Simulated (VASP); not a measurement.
These are PBE GGA with D4 dispersion, VASP's PBE PAW potentials (set 64) (plane waves; VASP) values and carry that method's errors.

A VASP calculation is set up with these files.

### KPOINTS
```
Automatic mesh
0
Gamma
10 10 10
0 0 0
```

INCAR:
```
SYSTEM=Ni3Al
PREC=Accurate; ENCUT=520; LREAL=.FALSE.
LASPH=.TRUE.
EDIFF=1E-7; NELM=100; ALGO=Normal
LMAXMIX=4
ISMEAR=-5
GGA=PE; IVDW=13
MAGMOM=-0.0 0.3 0.3 0.3
ISPIN=2
ISIF=2
LWAVE=.FALSE.; LCHARG=.TRUE.; LORBIT=11
NEDOS=601
LEFG=.TRUE.
```

File POSCAR:
```
Ni3Al
1
    3.5285599723     0.0000000000     0.0000000000
    0.0000000000     3.5285599723     0.0000000000
    0.0000000000     0.0000000000     3.5285599723
Al Ni
1 3
Direct
  0.0000000000   0.0000000000   0.0000000000
  0.0000000000   0.5000000000   0.5000000000
  0.5000000000   0.0000000000   0.5000000000
  0.5000000000   0.5000000000   0.0000000000
```

POTCAR, in this order: Al Ni (PBE.64 set). Program: vasp_std.

Output of the run:

OSZICAR:
```
       N       E                     dE             d eps       ncg     rms          rms(c)
DAV:   1     0.191975287781E+03    0.19198E+03   -0.14643E+04  4512   0.211E+03
DAV:   2    -0.154018953023E+02   -0.20738E+03   -0.20052E+03  4488   0.371E+02
DAV:   3    -0.258812126389E+02   -0.10479E+02   -0.96622E+01  4892   0.112E+02
DAV:   4    -0.261201174312E+02   -0.23890E+00   -0.23675E+00  5220   0.156E+01
DAV:   5    -0.261278163567E+02   -0.76989E-02   -0.77038E-02  5412   0.254E+00    0.198E+01
DAV:   6    -0.268704046537E+02   -0.74259E+00   -0.74584E+01  5012   0.141E+02    0.205E+01
DAV:   7    -0.219064980886E+02    0.49639E+01   -0.20890E+01  4920   0.754E+01    0.257E+00
DAV:   8    -0.218849702716E+02    0.21528E-01   -0.45212E-01  4772   0.592E+00    0.154E+00
DAV:   9    -0.218618331175E+02    0.23137E-01   -0.51885E-02  5888   0.331E+00    0.781E-01
DAV:  10    -0.218634002515E+02   -0.15671E-02   -0.22166E-03  5576   0.590E-01    0.716E-01
DAV:  11    -0.218682931082E+02   -0.48929E-02   -0.63510E-03  5632   0.136E+00    0.329E-01
DAV:  12    -0.218670397582E+02    0.12534E-02   -0.68465E-03  5580   0.125E+00    0.415E-01
DAV:  13    -0.218681649033E+02   -0.11251E-02   -0.10450E-03  5392   0.582E-01    0.203E-01
DAV:  14    -0.218683682287E+02   -0.20333E-03   -0.89646E-04  5616   0.508E-01    0.393E-02
DAV:  15    -0.218683895299E+02   -0.21301E-04   -0.58520E-05  4636   0.112E-01    0.253E-02
DAV:  16    -0.218684064831E+02   -0.16953E-04   -0.35943E-06  6324   0.395E-02    0.108E-02
DAV:  17    -0.218684058797E+02    0.60344E-06   -0.33762E-07  3956   0.112E-02    0.660E-03
DAV:  18    -0.218684103372E+02   -0.44575E-05   -0.12537E-06  5248   0.161E-02    0.135E-03
DAV:  19    -0.218684102876E+02    0.49556E-07   -0.58741E-08  2468   0.340E-03
   1 F= -.23723340E+02 E0= -.23723340E+02  d E =0.000000E+00  mag=     0.6977
```

OUTCAR:
```
------------------------ aborting loop because EDIFF is reached ----------------------------------------
  Edisp (eV):   -1.85493
  FORCE on cell =-STRESS in cart. coord.  units (eV):
  Direction    XX          YY          ZZ          XY          YZ          ZX
  --------------------------------------------------------------------------------------
  Total      -0.01646    -0.01646    -0.01646    -0.00000     0.00000    -0.00000
  in kB      -0.60016    -0.60016    -0.60016    -0.00000     0.00000    -0.00000
  external pressure =       -0.60 kB  Pullay stress =        0.00 kB
  volume of cell :       43.93
      direct lattice vectors                 reciprocal lattice vectors
     3.528559972  0.000000000  0.000000000     0.283401730  0.000000000  0.000000000
     0.000000000  3.528559972  0.000000000     0.000000000  0.283401730  0.000000000
     0.000000000  0.000000000  3.528559972     0.000000000  0.000000000  0.283401730
 POSITION                                       TOTAL-FORCE (eV/Angst)
 -----------------------------------------------------------------------------------
      0.00000      0.00000      0.00000         0.000000      0.000000      0.000000
      0.00000      1.76428      1.76428         0.000000      0.000000      0.000000
      1.76428      0.00000      1.76428         0.000000      0.000000      0.000000
      1.76428      1.76428      0.00000         0.000000      0.000000      0.000000
 -----------------------------------------------------------------------------------
    total drift:                                0.000000      0.000000      0.000000
  FREE ENERGIE OF THE ION-ELECTRON SYSTEM (eV)
  ---------------------------------------------------
  free  energy   TOTEN  =       -23.7233397872 eV

  energy  without entropy=      -23.7233397872  energy(sigma->0) =      -23.72333979

 total charge

# of ion       s       p       d       tot
------------------------------------------
    1        0.412   0.403   0.000   0.815
    2        0.505   0.542   8.391   9.439
    3        0.505   0.542   8.391   9.439
    4        0.505   0.542   8.391   9.439
--------------------------------------------------
tot          1.927   2.030  25.174  29.131

 magnetization (x)

# of ion       s       p       d       tot
------------------------------------------
    1       -0.001  -0.009   0.000  -0.010
    2       -0.003  -0.011   0.264   0.250
    3       -0.003  -0.011   0.264   0.250
    4       -0.003  -0.011   0.264   0.250
--------------------------------------------------
tot         -0.010  -0.042   0.792   0.740

 Electric field gradients after diagonalization (V/A^2)
 (convention: |V_zz| > |V_xx| > |V_yy|)
----------------------------------------------------------------------
 ion       V_xx      V_yy      V_zz     asymmetry (V_yy - V_xx)/ V_zz
----------------------------------------------------------------------
   1       0.000    -0.000     0.000      -0.508
   2       6.378     6.378   -12.756       0.000
   3       6.378     6.378   -12.756       0.000
   4       6.378     6.378   -12.756       0.000
```
(Selected blocks of OUTCAR.)

For a metal the tetrahedron method with Blöchl corrections gives inexact stress and forces.

The compound is Ni3Al in the L1_2 structure. It was relaxed first.
